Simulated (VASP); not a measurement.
Input:

```xyz
3
Lattice="1.8609 -3.2231 0.0000 1.8609 3.2231 0.0000 0.0000 0.0000 5.9320" Properties=species:S:1:pos:R:3 pbc="T T T"
Zr     1.8609     3.2231     0.0000
S      1.8609     1.0744     1.4835
S      1.8609    -1.0744     4.4485
```

Method: PBE GGA with D4 dispersion, VASP's PBE PAW potentials (set 64) (plane waves; VASP 6.6.1). Settings: 520 eV cut-off, 7×7×4 Γ-centred mesh, Gaussian smearing of 0.050 eV, potentials Zr_sv S.

**Question.** The ions and cell shape at fixed volume are relaxed. What does this cell relax into?

**Answer.** 
```xyz
3
Lattice="1.8358 -3.1797 0.0000 1.8358 3.1797 0.0000 0.0000 0.0000 6.0950" Properties=species:S:1:pos:R:3 pbc="T T T"
Zr     0.0000     0.0000     0.0000
S      1.8358     1.0599     1.4512
S      1.8358    -1.0599     4.6438
```
Space group P-3m1 (164), at a tolerance of 0.03 Å.

**Question.** How much energy does the relaxation gain?

**Answer.** The energy (σ→0) changes by -16.8 meV/atom, in 7 ionic steps.

The compound is ZrS2 in the 1T layered structure. This cell is one point of a volume scan, at 1.06 of the reference volume. Symmetry was kept, so distortions that lower it aren't found.
